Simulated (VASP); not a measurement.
Computed with PBE GGA, VASP's PBE PAW potentials (set 64) (plane waves; VASP 6.6.1).

A VASP calculation is set up with these files.

KPOINTS:
```
Automatic mesh
0
Gamma
8 8 8
0 0 0
```

POSCAR:
```
AuAl2
1.0
  0.0000000000   3.1187551737   3.1187551737
  3.1187551737   0.0000000000   3.1187551737
  3.1187551737   3.1187551737   0.0000000000
Al Au
2 1
direct
  0.2500000000   0.2500000000   0.2500000000
  0.7500000000   0.7500000000   0.7500000000
  0.0000000000   0.0000000000   0.0000000000
```

INCAR:
```
SYSTEM  =  AuAl2
PREC  =  Accurate; ENCUT  =  480; LREAL  =  .FALSE.
LASPH  =  .TRUE.
EDIFF  =  1E-7; NELM  =  100; ALGO  =  Normal
LMAXMIX  =  6
ISMEAR  =  1; SIGMA  =  0.1
GGA  =  PE
IBRION  =  2; NSW  =  30; ISIF  =  2
EDIFFG  =  -0.01
LWAVE  =  .FALSE.; LCHARG  =  .FALSE.
```

POTCAR, in this order: Al Au (PBE.64 set). Program: vasp_std.

Question: What will the output report for the number of irreducible k-points (NKPTS), number of bands (NBANDS), largest plane-wave count, number of space-group operations, FFT grid (NGX, NGY, NGZ)?

Answer: 
The number of irreducible k-points (NKPTS) is 29 and the number of bands (NBANDS) is 12. The largest plane-wave count is 1472. The number of space-group operations is 48 and the FFT grid (NGX, NGY, NGZ) is 32 × 32 × 32.

The compound is AuAl2 in the fluorite structure. This cell was strained or had an atom moved on purpose. The electron count is odd and the run is not spin-polarised, which forces a metal.
